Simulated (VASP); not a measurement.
# GaGe (F-43m) in VASP: further runs

The runs below take GaGe through single point, with r2SCAN.

Program: VASP 6.6.1. These are calculated values, not measurements. Logs are shortened: lines on timing, memory, paths and dates and some standing lists are left out, and cuts for length are marked.

## Step 1: Starting point

It takes space group F-43m (No. 216, cubic). The conventional cell has a = 5.796 Å, b = 5.796 Å, c = 5.796 Å, α = 90.00°, β = 90.00°, γ = 90.00°. Ge (site symmetry -43m) has 4 Ga at 2.51 Å as nearest neighbours. Around Ga (site symmetry -43m) lie 4 Ge at 2.51 Å.

The cell comes from a database or a generator and needn't be the stable form of this composition.

## Step 2: Single point, r2SCAN

File INCAR:

```
SYSTEM = GaGe
PREC = Accurate ; ENCUT = 450
EDIFF = 1E-6 ; ISMEAR = -1
SIGMA = 0.02 ; LREAL = .False.
LASPH = .True. ; NELM = 100
ALGO = Normal ; ISIF = 2
LWAVE = .False. ; LCHARG = .False.
METAGGA = R2SCAN ; LMIXTAU = .True.
NBANDS = 10 ; ADDGRID = .False.
```

File KPOINTS:

```
regular mesh
0
Gamma
  17 17 17
  0 0 0
```

File POSCAR:

```
GaGe
1.0
    0.0000000000      2.8978440000      2.8978440000
    2.8978440000      0.0000000000      2.8978440000
    2.8978440000      2.8978440000      0.0000000000
Ge Ga
1 1
Direct
    0.0000000000      0.0000000000      0.0000000000
    0.2500000000      0.2500000000      0.2500000000
```

Potentials or basis: VASP PAW PBE potentials, release 64 (Ge, Ga).

On the command line:

```sh
$ cat potpaw_PBE.64/Ge/POTCAR potpaw_PBE.64/Ga/POTCAR > POTCAR
$ mpirun -np 1 vasp_std > vasp.out
```

OUTCAR:

```text
SYSTEM = GaGe
   PREC = Accurate
   ENCUT = 450
   EDIFF = 1E-6
   ISMEAR = -1
   LREAL = .False.
   LASPH = .True.
   NELM = 100
   ISIF = 2
   METAGGA = R2SCAN

 Found    165 irreducible k-points:

 Following reciprocal coordinates:
            Coordinates               Weight
  0.000000  0.000000  0.000000      1.000000
  0.058824  0.000000  0.000000      8.000000
  0.117647  0.000000  0.000000      8.000000
  0.176471  0.000000  0.000000      8.000000
  0.235294  0.000000  0.000000      8.000000
  0.294118  0.000000  0.000000      8.000000
   k-points           NKPTS =    165   k-points in BZ     NKDIM =    165   number of bands    NBANDS=     10
   number of dos      NEDOS =    301   number of ions     NIONS =      2
   total plane-waves  NPLWV =  21952
   dimension x,y,z NGX =    28 NGY =   28 NGZ =   28
   dimension x,y,z NGXF=    56 NGYF=   56 NGZF=   56
   ions per type =               1   1
   NGX,Y,Z   is equivalent  to a cutoff of  11.36, 11.36, 11.36 a.u.
   NGXF,Y,Z  is equivalent  to a cutoff of  22.72, 22.72, 22.72 a.u.
 SYSTEM =  GaGe
   PREC   = accura    normal or accurate (medium, high low for compatibility)
   ISTART =      0    job   : 0-new  1-cont  2-samecut
   ICHARG =      2    charge: 1-file 2-atom 10-const
   ISPIN  =      1    spin polarized calculation?
   LNONCOLLINEAR =      F non collinear calculations
   LSORBIT =      F    spin-orbit coupling
   LASPH  =      T    aspherical Exc in radial PAW
   ENCUT  =  450.0 eV  33.07 Ry    5.75 a.u.   7.09  7.09  7.09*2*pi/ulx,y,z
   NELM   =    100;   NELMIN=  2; NELMDL= -5     # of ELM steps
   EDIFF  = 0.1E-05   stopping-criterion for ELM
   LREAL  =      F    real-space projection
   EDIFFG = 0.1E-04   stopping-criterion for IOM
   NSW    =      0    number of steps for IOM
   IBRION =     -1    ionic relax: 0-MD 1-quasi-New 2-CG
   NFREE  =      0    steps in history (QN), initial steepest desc. (CG)
   ISIF   =      2    stress and relaxation
   ISYM   =      2    0-nonsym 1-usesym 2-fastsym
   POTIM  = 0.5000    time-step for ionic-motion
   TEBEG  =    0.0;   TEEND  =   0.0 temperature during run
   PSTRESS=    0.0 pullay stress
   NELECT =       7.0000    total number of electrons
   NUPDOWN=      -1.0000    fix difference up-down
   EMIN   =  10.00;   EMAX   =-10.00  energy-range for DOS
   EFERMI =   0.00;   METHOD = LEGACY
   ISMEAR =    -1;   SIGMA  =   0.02  broadening in eV -4-tet -1-fermi 0-gaus
   EFERMI_NEDOS =   21; number of points for ismear=-14 and -15
   IALGO  =     38    algorithm
   IMIX   =      4    mixing-type and parameters
     AMIX     =   0.40;   BMIX     =  1.00
     AMIX_MAG =   1.60;   BMIX_MAG =  1.00
  volume/ion in A,a.u.               =      24.33       164.22
  Fermi-wavevector in a.u.,A,eV,Ry     =   0.857740  1.620894 10.010058  0.735719
  Thomas-Fermi vector in A             =   1.974840
   LORBIT       =      0    0 simple, 1 ext, 2 COOP (PROOUT), +10 PAW based schemes
   METAGGA = R2SCAN    functional components
   LHFCALC =     F    Hartree Fock is set to
   AEXX    =    0.0000 exact exchange contribution
   IVDW    =     0    specifies the selected vdW correction
   LEPSILON=     F    determine dielectric tensor
   LRPA    =     F    only Hartree local field effects (RPA)
 non-spin polarized calculation
  energy-cutoff  :      450.00
  volume of cell :       48.67
 maximum number of plane-waves:      1067
   NGX = 15   NGY = 15   NGZ = 15

 number of electron       7.0000000 magnetization

 Free energy of the ion-electron system (eV)
  ---------------------------------------------------
  ext. energy  EPLUGINS =         0.00000000
  ---------------------------------------------------
  free energy    TOTEN  =       -24.91718992 eV

  energy without entropy =      -24.91554840  energy(sigma->0) =      -24.91636916

 E-fermi :   1.1362     XC(G=0):  -9.1506

 val. band max:        1.1323353509   @ k =  -0.4706   0.0588   0.0000
 cond. band min:       1.1398233424   @ k =  -0.2941   0.2353   0.0588
 fundamental gap:      0.0074879915
 Fermi energy:         1.1361752077

 k-point     1 :       0.0000    0.0000    0.0000
  band No.  band energies     occupation
      1      -9.8057      2.00000
      2       2.9127      0.00000
      3       2.9127      0.00000
      4       2.9127      0.00000
      5       3.7661      0.00000
      6       5.7983      0.00000
      7       5.7983      0.00000
      8       5.7983      0.00000
      9       9.6043      0.00000
     10      12.2568      0.00000

 k-point     2 :       0.0588    0.0000    0.0000
  band No.  band energies     occupation
      1      -9.7640      2.00000
      2       2.1394      0.00000
      3       2.8316      0.00000
      4       2.8316      0.00000
      5       4.2586      0.00000
      6       5.9086      0.00000
      7       5.9086      0.00000
      8       5.9668      0.00000
      9       9.8434      0.00000
     10      11.9286      0.00000

 k-point     3 :       0.1176    0.0000    0.0000
  band No.  band energies     occupation
      1      -9.6397      2.00000
      2       0.9974      1.99807
      3       2.6282      0.00000
      4       2.6282      0.00000
      5       4.4741      0.00000
      6       6.1849      0.00000
      7       6.1849      0.00000
      8       6.6139      0.00000
      9      10.4539      0.00000
     10      11.4480      0.00000

 k-point     4 :       0.1765    0.0000    0.0000
  band No.  band energies     occupation
      1      -9.4357      2.00000
      2      -0.1583      2.00000
      3       2.3742      0.00000
      4       2.3742      0.00000
      5       4.3493      0.00000
      6       6.5107      0.00000
      7       6.5107      0.00000
      8       7.5607      0.00000
      9      11.0397      0.00000
     10      11.1428      0.00000

 k-point     5 :       0.2353    0.0000    0.0000
  band No.  band energies     occupation
      1      -9.1579      2.00000
      2      -1.2653      2.00000
      3       2.1224      0.00000
      4       2.1224      0.00000
      5       4.1425      0.00000
      6       6.7697      0.00000
      7       6.7697      0.00000
      8       8.5829      0.00000
      9      11.0599      0.00000
     10      11.1305      0.00000

 k-point     6 :       0.2941    0.0000    0.0000
  band No.  band energies     occupation
      1      -8.8184      2.00000
      2      -2.2868      2.00000
      3       1.9021      0.00000
      4       1.9021      0.00000
      5       3.9443      0.00000
      6       6.8965      0.00000
      7       6.8965      0.00000
      8       9.5786      0.00000
      9      10.8647      0.00000
     10      11.4615      0.00000

 [... further k-points ...]

------------------------ aborting loop because EDIFF is reached ----------------------------------------

  FORCE on cell =-STRESS in cart. coord.  units (eV):
  Direction    XX          YY          ZZ          XY          YZ          ZX
  --------------------------------------------------------------------------------------
  -------------------------------------------------------------------------------------
  Total       -0.6800328     -0.6800328     -0.6800328      0.0000000      0.0000000      0.0000000
  in kB      -22.3864612    -22.3864612    -22.3864612      0.0000000      0.0000000      0.0000000
  external PRESSURE =     -22.3864612 kB  Pullay stress =       0.0000000 kB

 VOLUME and BASIS-vectors are now :
 -----------------------------------------------------------------------------
  energy-cutoff  :      450.00
  volume of cell :       48.67
      direct lattice vectors                 reciprocal lattice vectors
     0.000000000  2.897844000  2.897844000    -0.172542069  0.172542069  0.172542069
     2.897844000  0.000000000  2.897844000     0.172542069 -0.172542069  0.172542069
     2.897844000  2.897844000  0.000000000     0.172542069  0.172542069 -0.172542069

 POSITION                                       TOTAL-FORCE (eV/Angst)
 -----------------------------------------------------------------------------------
      0.00000      0.00000      0.00000        -0.000000     -0.000000     -0.000000
      1.44892      1.44892      1.44892         0.000000      0.000000      0.000000
 -----------------------------------------------------------------------------------
    total drift:                                0.000000      0.000000      0.000000

  FREE ENERGIE OF THE ION-ELECTRON SYSTEM (eV)
  ---------------------------------------------------
  free  energy   TOTEN  =       -24.9171899184 eV

  energy  without entropy=      -24.9155483990  energy(sigma->0) =      -24.91636916
```

stdout:

```text
POSCAR found type information on POSCAR GeGa
 POSCAR found :  2 types and       2 ions
 scaLAPACK will be used
 -----------------------------------------------------------------------------
|                                                                             |
|                                                                             |
|     You enforced a specific xc type in the INCAR file but a different       |
|     I HOPE YOU KNOW WHAT YOU ARE DOING!                                     |
|                                                                             |
 -----------------------------------------------------------------------------

 LDA part: xc-table for (None), standard interpolation
 POSCAR, INCAR and KPOINTS ok, starting setup
 FFT: planning ... GRIDC
 FFT: planning ... GRID_SOFT
 FFT: planning ... GRID
 WAVECAR not read
 entering main loop
```

Wall time 2.5 min (1 thread of Intel Xeon Platinum 8488C (Sapphire Rapids), shared host); peak memory 0.22 GiB.

The run converged, but some of its settings lie outside the range that counts as converged, so its numbers aren't taken as properties of the crystal.

Results:

* Free energy: -24.9172 eV
* Pressure: -2.2 GPa
* Band gap on the k mesh: none (metal or under the smearing width)

Caveat: the PAW data sets were made with another functional, which shifts forces and pressure a little.

## Step 3: Single point, r2SCAN

Changes to INCAR since step 2:

```diff
@@ -2,4 +2,4 @@
 PREC = Accurate ; ENCUT = 450
-EDIFF = 1E-6 ; ISMEAR = -1
-SIGMA = 0.02 ; LREAL = .False.
+EDIFF = 1E-6 ; ISMEAR = -5
+SIGMA = 0.1 ; LREAL = .False.
 LASPH = .True. ; NELM = 100
```

KPOINTS is that of step 2.

POSCAR is that of step 2.

Potentials or basis: VASP PAW PBE potentials, release 64 (Ge, Ga).

On the command line:

```sh
$ cat potpaw_PBE.64/Ge/POTCAR potpaw_PBE.64/Ga/POTCAR > POTCAR
$ mpirun -np 1 vasp_std > vasp.out
```

Wall time 2.5 min (1 thread of Intel Xeon Platinum 8488C (Sapphire Rapids), shared host); peak memory 0.23 GiB.

The run converged, but some of its settings lie outside the range that counts as converged, so its numbers aren't taken as properties of the crystal.

Results:

* Free energy: -24.9164 eV
* Pressure: -2.2 GPa
* Band gap on the k mesh: none (metal or under the smearing width)

Caveat: the PAW data sets were made with another functional, which shifts forces and pressure a little; tetrahedron occupations give inexact forces and stress in metals.

(Part 1 of 3 ends here.)
